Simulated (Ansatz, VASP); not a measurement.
# BAs: VASP beside Ansatz

Wanted: the spread between two codes on one cell, functional and k mesh. The cell is taken from a series of runs on this material, whose earlier steps may have relaxed, scaled, displaced or heated it; both programs get it as it stands.

Method: plane waves, with VASP 6.6.1 beside it; LDA, in Ansatz 0.2.0.

### 1. The starting structure

The structure is cubic, space group F-43m (No. 216). Conventional cell: a = 4.732 Å, b = 4.732 Å, c = 4.732 Å, α = 90.00°, β = 90.00°, γ = 90.00°. Nearest to B lie 4 As at 2.05 Å. Nearest to As lie 4 B at 2.05 Å. Farther neighbours are not listed.

### 2. VASP: zone-centre phonons, LDA

Second derivatives magnify differences that forces hide, and they need a tight electronic threshold.

Lines of VASP's logs that name or quote its potential files are left out, and so is its time.

The input, INCAR:

```
SYSTEM = BAs
PREC = Accurate
ENCUT = 500
EDIFF = 1E-08
NELM = 120
ISMEAR = 0
SIGMA = 0.01
LREAL = .FALSE.
ALGO = Normal
GGA = PW92
NBANDS = 10
LORBIT = 11
LWAVE = .FALSE.
LCHARG = .FALSE.
ISIF = 2
IBRION = 8
LEPSILON = .TRUE.
LASPH = .TRUE.
GGA_COMPAT = .FALSE.
EFERMI = MIDGAP
```

The input, POSCAR:

```
BAs
1.0
    0.0000000000      2.3660417783      2.3660417783
    2.3660417783      0.0000000000      2.3660417783
    2.3660417783      2.3660417783      0.0000000000
B As
1 1
Direct
    0.0000000000      0.0000000000      0.0000000000
    0.2500000000      0.2500000000      0.2500000000
```

The input, KPOINTS:

```
Automatic mesh
0
Gamma
6 6 6
0 0 0
```

PAW data sets: B and As (LDA family, release 64).

On the command line:

```
mpirun -np 1 vasp_std
```

Numbers of over 12 decimals in the logs are rounded to 6 here.

The program printed:

```text
[banner, memory and clock lines left out]
running    1 mpi-ranks, on    1 nodes
 distrk:  each k-point on    1 cores,    1 groups
 distr:  one band on    1 cores,    1 groups

 POSCAR found type information on POSCAR B As
 POSCAR found :  2 types and       2 ions
|                                                                             |
|               ----> ADVICE to this user running VASP <----                  |
|                                                                             |
|     You enforced a specific xc type in the INCAR file but a different       |
|     [... a line on the potential file left out ...]
|     I HOPE YOU KNOW WHAT YOU ARE DOING!                                     |
|                                                                             |

 LDA part: xc-table for (Slater(with rela. corr.)+PW92), standard interpolation
 POSCAR, INCAR and KPOINTS ok, starting setup
 FFT: planning ... GRIDC
 FFT: planning ... GRID_SOFT
 FFT: planning ... GRID
 WAVECAR not read
 entering main loop
       N       E                     dE             d eps       ncg     rms          rms(c)
DAV:   1     0.862746504208E+01    0.86275E+01   -0.36807E+03   320   0.680E+02
DAV:   2    -0.131701179080E+02   -0.21798E+02   -0.20658E+02   432   0.107E+02
DAV:   3    -0.136981861551E+02   -0.52807E+00   -0.52663E+00   386   0.164E+01
DAV:   4    -0.136994368186E+02   -0.12507E-02   -0.12506E-02   376   0.842E-01
DAV:   5    -0.136994388802E+02   -0.20615E-05   -0.20615E-05   380   0.360E-02    0.523E+00
DAV:   6    -0.130107951562E+02    0.68864E+00   -0.18567E+00   340   0.599E+00    0.247E+00
DAV:   7    -0.129221223711E+02    0.88673E-01   -0.22048E-01   376   0.251E+00    0.904E-01
DAV:   8    -0.129082956752E+02    0.13827E-01   -0.25897E-02   346   0.897E-01    0.105E-01
DAV:   9    -0.129083243034E+02   -0.28628E-04   -0.73212E-04   370   0.182E-01    0.602E-02
DAV:  10    -0.129083314535E+02   -0.71501E-05   -0.86715E-05   344   0.560E-02    0.140E-02
DAV:  11    -0.129083328594E+02   -0.14058E-05   -0.16981E-06   366   0.947E-03    0.130E-02
DAV:  12    -0.129083327084E+02    0.15092E-06   -0.73368E-07   352   0.387E-03    0.301E-03
DAV:  13    -0.129083327104E+02   -0.20077E-08   -0.29878E-08   370   0.123E-03
   1 F= -.12908333E+02 E0= -.12908333E+02  d E =0.000000E+00
 Linear response reoptimize wavefunctions to high precision
DAV:   1    -0.129083327098E+02    0.66785E-09   -0.54957E-09   354   0.344E-04
DAV:   2    -0.129083327098E+02    0.13699E-10   -0.12006E-10   212   0.924E-05
 Linear response G [H, r] |phi>, progress :
  Direction:   1
       N       E                     dE             d eps       ncg     rms
RMM:   1    -0.515297589854E+02   -0.51530E+02   -0.83487E+01   794   0.462E+01
RMM:   2    -0.388208293850E+02    0.12709E+02   -0.31038E+00   528   0.111E+01
RMM:   3    -0.388150145795E+02    0.58148E-02   -0.78158E-02   558   0.906E-01
RMM:   4    -0.388102465241E+02    0.47681E-02   -0.57954E-03   559   0.991E-02
RMM:   5    -0.388097441646E+02    0.50236E-03   -0.49587E-04   565   0.117E-02
RMM:   6    -0.388096999970E+02    0.44168E-04   -0.49091E-05   557   0.217E-03
RMM:   7    -0.388096954756E+02    0.45215E-05   -0.39772E-06   521   0.979E-04
RMM:   8    -0.388096949302E+02    0.54539E-06    0.50940E-07   505   0.849E-04
RMM:   9    -0.388096943937E+02    0.53652E-06    0.67066E-06   475   0.836E-04
RMM:  10    -0.388096922337E+02    0.21600E-05    0.49332E-05   431   0.837E-04
RMM:  11    -0.388096897552E+02    0.24785E-05    0.24172E-04   392   0.838E-04
 Linear response G [H, r] |phi>, progress :
  Direction:   2
       N       E                     dE             d eps       ncg     rms
RMM:   1    -0.501748413838E+02   -0.50175E+02   -0.11324E+02   790   0.439E+01
RMM:   2    -0.395035540761E+02    0.10671E+02   -0.19110E+00   525   0.951E+00
RMM:   3    -0.395221808496E+02   -0.18627E-01   -0.64927E-02   561   0.727E-01
RMM:   4    -0.395177348207E+02    0.44460E-02   -0.56987E-03   561   0.800E-02
RMM:   5    -0.395172325760E+02    0.50224E-03   -0.47396E-04   568   0.969E-03
RMM:   6    -0.395171892585E+02    0.43317E-04   -0.36816E-05   559   0.184E-03
RMM:   7    -0.395171849641E+02    0.42944E-05    0.71625E-06   515   0.837E-04
RMM:   8    -0.395171845293E+02    0.43479E-06    0.17417E-05   505   0.730E-04
RMM:   9    -0.395171842600E+02    0.26933E-06    0.52025E-05   471   0.719E-04
RMM:  10    -0.395171831601E+02    0.10999E-05    0.23563E-04   452   0.719E-04
RMM:  11    -0.395171804963E+02    0.26638E-05    0.83191E-04   405   0.721E-04
 Linear response G [H, r] |phi>, progress :
  Direction:   3
       N       E                     dE             d eps       ncg     rms
RMM:   1    -0.253306386364E+02   -0.25331E+02    0.11768E+02   730   0.425E+01
RMM:   2    -0.227439782176E+02    0.25867E+01   -0.23367E+00   519   0.949E+00
RMM:   3    -0.227402752624E+02    0.37030E-02   -0.25440E-02   543   0.853E-01
RMM:   4    -0.227401638127E+02    0.11145E-03   -0.21524E-04   567   0.948E-02
RMM:   5    -0.227401684243E+02   -0.46116E-05   -0.27826E-06   557   0.110E-02
RMM:   6    -0.227401686403E+02   -0.21596E-06    0.15278E-06   546   0.164E-03
RMM:   7    -0.227401686504E+02   -0.10180E-07    0.83559E-06   506   0.442E-04
RMM:   8    -0.227401689958E+02   -0.34532E-06   -0.70689E-07   466   0.305E-04
[...]
dielectric tensor                  component  3 :     1.590    -1.728     6.222
 Linear response to external field, progress :
  Direction:   1
       N       E                     dE             d eps       ncg     rms          rms(c)
RMM:   1    -0.749118670836E+00   -0.74912E+00   -0.35766E+00  2024   0.303E+00
RMM:   2    -0.767685255344E+00   -0.18567E-01   -0.88726E-03  1512   0.420E-01    0.130E+00
RMM:   3    -0.752140854142E+00    0.15544E-01   -0.64273E-03  1544   0.462E-01    0.748E-01
RMM:   4    -0.775550624201E+00   -0.23410E-01   -0.85113E-03  1503   0.550E-01    0.733E-02
RMM:   5    -0.778919264046E+00   -0.33686E-02   -0.13487E-04  1566   0.742E-02    0.899E-03
RMM:   6    -0.779044008778E+00   -0.12474E-03   -0.69182E-07  1583   0.683E-03    0.469E-03
RMM:   7    -0.779110739387E+00   -0.66731E-04   -0.21126E-07  1584   0.300E-03    0.297E-04
RMM:   8    -0.779119577196E+00   -0.88378E-05   -0.72285E-09  1607   0.235E-04    0.112E-04
RMM:   9    -0.779116398184E+00    0.31790E-05   -0.67834E-09  1430   0.106E-04    0.255E-05
RMM:  10    -0.779116657835E+00   -0.25965E-06   -0.50701E-08   944   0.331E-05    0.514E-06
 change of polarisation eV/A/(eV/A) component  1 :     1.470     0.523     0.226
 dielectric tensor                  component  1 :    11.038     3.571     1.541
 Linear response to external field, progress :
  Direction:   2
       N       E                     dE             d eps       ncg     rms          rms(c)
RMM:   1    -0.749125853377E+00   -0.74913E+00   -0.35767E+00  2024   0.303E+00
RMM:   2    -0.767681353459E+00   -0.18556E-01   -0.91151E-03  1511   0.420E-01    0.130E+00
RMM:   3    -0.752140475320E+00    0.15541E-01   -0.64648E-03  1545   0.463E-01    0.748E-01
RMM:   4    -0.775546542326E+00   -0.23406E-01   -0.85350E-03  1505   0.550E-01    0.733E-02
RMM:   5    -0.778920453655E+00   -0.33739E-02   -0.13436E-04  1566   0.741E-02    0.900E-03
RMM:   6    -0.779043951462E+00   -0.12350E-03   -0.62381E-07  1584   0.683E-03    0.467E-03
RMM:   7    -0.779110713635E+00   -0.66762E-04   -0.20035E-07  1586   0.300E-03    0.297E-04
RMM:   8    -0.779119599830E+00   -0.88862E-05    0.12990E-10  1601   0.235E-04    0.112E-04
RMM:   9    -0.779116392077E+00    0.32078E-05    0.40111E-09  1424   0.105E-04    0.248E-05
RMM:  10    -0.779116612965E+00   -0.22089E-06   -0.27473E-09   946   0.331E-05    0.428E-06
 change of polarisation eV/A/(eV/A) component  2 :     0.523     1.470     0.203
 dielectric tensor                  component  2 :     3.571    11.038     1.385
 Linear response to external field, progress :
  Direction:   3
       N       E                     dE             d eps       ncg     rms          rms(c)
RMM:   1    -0.749226012758E+00   -0.74923E+00   -0.35777E+00  2022   0.303E+00
RMM:   2    -0.767682419793E+00   -0.18456E-01   -0.89277E-03  1512   0.419E-01    0.130E+00
RMM:   3    -0.752140109072E+00    0.15542E-01   -0.64563E-03  1544   0.462E-01    0.748E-01
RMM:   4    -0.775547185104E+00   -0.23407E-01   -0.85316E-03  1503   0.550E-01    0.733E-02
RMM:   5    -0.778919905896E+00   -0.33727E-02   -0.13456E-04  1566   0.741E-02    0.901E-03
RMM:   6    -0.779043934788E+00   -0.12403E-03   -0.69794E-07  1584   0.683E-03    0.468E-03
RMM:   7    -0.779110725428E+00   -0.66791E-04   -0.21546E-07  1591   0.300E-03    0.297E-04
RMM:   8    -0.779119511072E+00   -0.87856E-05   -0.47089E-09  1602   0.234E-04    0.112E-04
RMM:   9    -0.779116354231E+00    0.31568E-05    0.28620E-09  1433   0.106E-04    0.255E-05
RMM:  10    -0.779116611796E+00   -0.25757E-06   -0.24261E-08   944   0.331E-05    0.521E-06
 change of polarisation eV/A/(eV/A) component  3 :     0.389     0.359     1.470
 dielectric tensor                  component  3 :     2.657     2.455    11.038
 Linear response DOF=           2
 Linear response progress:
  Degree of freedom:   1/  2
       N       E                     dE             d eps       ncg     rms          rms(c)
RMM:   1    -0.447259147436E-01   -0.44726E-01   -0.52634E-03  2132   0.109E+00
RMM:   2    -0.412338154710E-01    0.34921E-02   -0.15304E-03  1456   0.212E-01    0.104E-01
RMM:   3    -0.412506413103E-01   -0.16826E-04   -0.40795E-04  1495   0.702E-02    0.541E-02
RMM:   4    -0.415349535526E-01   -0.28431E-03   -0.29079E-04  1477   0.652E-02    0.750E-03
RMM:   5    -0.414998005442E-01    0.35153E-04   -0.17386E-05  1574   0.703E-03    0.746E-04
RMM:   6    -0.414964201011E-01    0.33804E-05   -0.14760E-06  1550   0.578E-04    0.276E-04
RMM:   7    -0.414955693065E-01    0.85079E-06   -0.54424E-07  1601   0.263E-04    0.499E-05
RMM:   8    -0.414955970110E-01   -0.27705E-07   -0.13927E-08  1602   0.595E-05    0.143E-05
RMM:   9    -0.414955536713E-01    0.43340E-07    0.44512E-08  1695   0.422E-05    0.172E-06
RMM:  10    -0.414955602957E-01   -0.66244E-08   -0.67710E-10  1522   0.346E-05    0.753E-07
 first order change of Fermi-energy  -0.23960E+01
 force on displaced ion       1 direction 1 : -17.356  -0.000  -0.000
 Born effective charge ion    1 direction 1 :  -0.760   0.000   0.000
 Linear response progress:
  Degree of freedom:   2/  2
       N       E                     dE             d eps       ncg     rms          rms(c)
RMM:   1    -0.406283434295E-01   -0.40628E-01    0.24067E-02  2174   0.115E+00
RMM:   2    -0.376197426690E-01    0.30086E-02    0.91535E-04  1469   0.211E-01    0.979E-02
RMM:   3    -0.376518879009E-01   -0.32145E-04    0.37190E-04  1557   0.265E-02    0.573E-02
RMM:   4    -0.376999933573E-01   -0.48105E-04    0.25976E-04  1515   0.299E-02    0.318E-03
RMM:   5    -0.377199681469E-01   -0.19975E-04    0.21113E-05  1581   0.250E-03    0.846E-04
RMM:   6    -0.377185318379E-01    0.14363E-05    0.22219E-07  1583   0.451E-04    0.133E-04
RMM:   7    -0.377180949402E-01    0.43690E-06   -0.47014E-07  1642   0.832E-05    0.485E-05
RMM:   8    -0.377180186120E-01    0.76328E-07   -0.70974E-08  1608   0.380E-05    0.138E-05
RMM:   9    -0.377180380188E-01   -0.19407E-07    0.10707E-07  1650   0.292E-05    0.622E-07
RMM:  10    -0.377180486405E-01   -0.10622E-07    0.10431E-07  1325   0.258E-05    0.277E-07
RMM:  11    -0.377180434350E-01    0.52055E-08    0.21994E-07  1124   0.258E-05    0.112E-07
RMM:  12    -0.377180419046E-01    0.15304E-08    0.24168E-07  1022   0.259E-05    0.252E-08
 first order change of Fermi-energy   0.23963E+01
 force on displaced ion       2 direction 1 : -17.365   0.000   0.000
 Born effective charge ion    2 direction 1 :   0.345   0.000   0.000
 Born effective charges drift removed
 Linear response finished
```

Parts of OUTCAR (step 2):

```text
ion  position               nearest neighbor table
   1  0.000  0.000  0.000-   2 2.05   2 2.05   2 2.05   2 2.05
   2  0.250  0.250  0.250-   1 2.05   1 2.05   1 2.05   1 2.05

  LATTYP: Found a face centered cubic cell.
 ALAT       =     4.7320835566

 Subroutine GETGRP returns: Found 24 space group operations
 (whereof 24 operations were pure point group operations)

The static configuration has the point symmetry T_d .

 Found     16 irreducible k-points:

   k-points           NKPTS =     16   k-points in BZ     NKDIM =     16   number of bands    NBANDS=     10

   dimension x,y,z NGX =    24 NGY =   24 NGZ =   24
   dimension x,y,z NGXF=    48 NGYF=   48 NGZF=   48

   ENCUT  =  500.0 eV  36.75 Ry    6.06 a.u.   6.10  6.10  6.10*2*pi/ulx,y,z

   NELECT =       8.0000    total number of electrons

 k-points in reciprocal lattice and weights: Automatic mesh
   0.00000000  0.00000000  0.00000000       0.005
   0.16666667  0.00000000  0.00000000       0.037
   0.33333333  0.00000000  0.00000000       0.037
   0.50000000  0.00000000  0.00000000       0.019
   0.16666667  0.16666667  0.00000000       0.028
   0.33333333  0.16666667  0.00000000       0.111
   0.50000000  0.16666667  0.00000000       0.111
  -0.33333333  0.16666667  0.00000000       0.111
  -0.16666667  0.16666667  0.00000000       0.056
[...]
-0.33333333  0.33333333  0.16666667       0.111
  -0.33333333  0.50000000  0.16666667       0.056

 average (electrostatic) potential at core
       1 -31.5776       2 -51.7004

  Total        0.1434635      0.1434635      0.1434635      0.0000000      0.0000000      0.0000000
  in kB        8.6767059      8.6767059      8.6767059      0.0000000      0.0000000      0.0000000
  external PRESSURE =       8.6767059 kB  Pullay stress =       0.0000000 kB

  energy-cutoff  :      500.00
  volume of cell :       26.49
      direct lattice vectors                 reciprocal lattice vectors
     0.000000000  2.366041778  2.366041778    -0.211323403  0.211323403  0.211323403
     2.366041778  0.000000000  2.366041778     0.211323403 -0.211323403  0.211323403
     2.366041778  2.366041778  0.000000000     0.211323403  0.211323403 -0.211323403

 POSITION                                       TOTAL-FORCE (eV/Angst)
 -----------------------------------------------------------------------------------
      0.00000      0.00000      0.00000        -0.000000     -0.000000     -0.000000
      1.18302      1.18302      1.18302         0.000000      0.000000      0.000000
 -----------------------------------------------------------------------------------
    total drift:                                0.000000      0.000000      0.000000

 MACROSCOPIC STATIC DIELECTRIC TENSOR (including local field effects in DFT)
 ------------------------------------------------------
          11.038123     0.000000     0.000000
          -0.000000    11.038123    -0.000000
           0.000000     0.000000    11.038123
 ------------------------------------------------------

 PIEZOELECTRIC TENSOR (including local field effects)  for field in x, y, z        (C/m^2)
          XX          YY          ZZ          XY          YZ          ZX
  --------------------------------------------------------------------------------
  x     0.00000    -0.00000     0.00000     0.00000     0.09941     0.00000
  y     0.00000     0.00000     0.00000     0.00000     0.00000     0.09941
  z     0.00000     0.00000     0.00000     0.09941     0.00000     0.00000

 BORN EFFECTIVE CHARGES (including local field effects) (in |e|, cummulative output)
 ---------------------------------------------------------------------------------
 ion    1
    1    -0.55578    -0.00000    -0.00000
    2    -0.00000    -0.55578    -0.00000
    3     0.00000     0.00000    -0.55578
 ion    2
    1     0.55578     0.00000     0.00000
    2     0.00000     0.55578     0.00000
    3    -0.00000    -0.00000     0.55578

 Eigenvectors and eigenvalues of the dynamical matrix
 ----------------------------------------------------

   1 f  =   21.189659 THz   133.138553 2PiTHz  706.810937 cm-1    87.633348 meV
             X         Y         Z           dx          dy          dz
      0.000000  0.000000  0.000000     0.934795    0.000000    0.000000
      1.183021  1.183021  1.183021    -0.355189    0.000000    0.000000

   2 f  =   21.189659 THz   133.138553 2PiTHz  706.810937 cm-1    87.633348 meV
             X         Y         Z           dx          dy          dz
      0.000000  0.000000  0.000000     0.000000   -0.934795   -0.000000
      1.183021  1.183021  1.183021     0.000000    0.355189    0.000000

   3 f  =   21.189659 THz   133.138553 2PiTHz  706.810937 cm-1    87.633348 meV
             X         Y         Z           dx          dy          dz
      0.000000  0.000000  0.000000    -0.000000   -0.000000    0.934795
      1.183021  1.183021  1.183021     0.000000   -0.000000   -0.355189

   4 f/i=    0.001865 THz     0.011715 2PiTHz    0.062194 cm-1     0.007711 meV
             X         Y         Z           dx          dy          dz
      0.000000  0.000000  0.000000     0.187741    0.301501    0.003160
      1.183021  1.183021  1.183021     0.494101    0.793496    0.008315

   5 f/i=    0.001865 THz     0.011715 2PiTHz    0.062194 cm-1     0.007711 meV
             X         Y         Z           dx          dy          dz
      0.000000  0.000000  0.000000     0.301495   -0.187762    0.002308
      1.183021  1.183021  1.183021     0.793482   -0.494156    0.006073

   6 f/i=    0.001865 THz     0.011715 2PiTHz    0.062194 cm-1     0.007711 meV
             X         Y         Z           dx          dy          dz
      0.000000  0.000000  0.000000    -0.003629   -0.001462    0.355167
      1.183021  1.183021  1.183021    -0.009551   -0.003848    0.934738

 MACROSCOPIC STATIC DIELECTRIC TENSOR IONIC CONTRIBUTION
 ------------------------------------------------------
           0.121538     0.000000    -0.000000
           0.000000     0.121538     0.000000
          -0.000000     0.000000     0.121538
 ------------------------------------------------------

 ELASTIC MODULI CONTR FROM IONIC RELAXATION (kBar)
 Direction    XX          YY          ZZ          XY          YZ          ZX
 --------------------------------------------------------------------------------
 XX          -0.0000      0.0000      0.0000     -0.0000      0.0000      0.0000
 YY           0.0000     -0.0000      0.0000     -0.0000     -0.0000     -0.0000
 ZZ           0.0000      0.0000     -0.0000      0.0000     -0.0000      0.0000
 XY          -0.0000     -0.0000      0.0000   -201.3796      0.0000      0.0000
 YZ           0.0000     -0.0000     -0.0000      0.0000   -201.3796      0.0000
 ZX           0.0000     -0.0000      0.0000      0.0000      0.0000   -201.3796
 --------------------------------------------------------------------------------

 PIEZOELECTRIC TENSOR IONIC CONTR  for field in x, y, z        (C/m^2)
          XX          YY          ZZ          XY          YZ          ZX
  --------------------------------------------------------------------------------
  x     0.00000    -0.00000    -0.00000    -0.00000    -0.14721    -0.00000
  y     0.00000    -0.00000     0.00000    -0.00000    -0.00000    -0.14721
  z    -0.00000    -0.00000     0.00000    -0.14721     0.00000     0.00000
```

(Continued in part 2 of 2.)

[Lines on the potential files, build, host, timing and source positions are cut from VASP's logs without a mark.]

[Logs are printed without paths, hosts, clocks, repeated set-up lines and the standing remarks that a program may print on its own settings, such as how far it seeks lower states.]

[Hosts, paths, dates, database ids (printed as entryN), source tags and the programs' standing remarks are cut or masked in the printed files.]
